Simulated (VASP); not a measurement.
Data:

```xyz
2
Lattice="2.7200 0.0000 0.0000 0.0000 2.7200 0.0000 0.0000 0.0000 3.7100" Properties=species:S:1:pos:R:3 pbc="T T T"
Fe     0.0000     0.0000     0.0000
Pt     1.3600     1.3600     1.8550
```
Starting moments (μB, in the order of the record's atoms Fe Pt): 3.0 0.0.

Level of theory: PBE GGA with D3 dispersion (zero damping), VASP's PBE PAW potentials (set 64) (plane waves; VASP). Numerical set-up: 520 eV cut-off, 12×12×9 Γ-centred mesh, first-order Methfessel-Paxton smearing of 0.10 eV, potentials Fe Pt.

The ions, cell shape and volume are relaxed. Which structure does the run end with?

```xyz
2
Lattice="2.6882 0.0000 0.0000 0.0000 2.6882 0.0000 0.0000 0.0000 3.7410" Properties=species:S:1:pos:R:3 pbc="T T T"
Fe     0.0000     0.0000     0.0000
Pt     1.3441     1.3441     1.8705
```
Space group P4/mmm (123), at a tolerance of 0.03 Å. The cell ends with 3.20 μB, on the sites 2.88 0.30 μB.

How do energy and volume change from the first to the last step?

The energy (σ→0) changes by -3.9 meV/atom and the volume by -1.5 %, in 6 ionic steps.

```
step  E(σ→0) (eV)  max force (eV/Å)  pressure (GPa)  volume (Å³)
----  -----------  ----------------  --------------  -----------
1        -15.9380             0.000           -3.16        27.45
2        -15.9341             0.000            5.73        26.39
3        -15.9437             0.000            0.46        26.99
4        -15.9454             0.000            0.18        27.02
5        -15.9456             0.000           -0.07        27.05
6        -15.9457             0.000            0.00        27.03
```

The compound is FePt in the L1_0 structure. This run relaxes it. Symmetry was kept, so distortions that lower it aren't found.
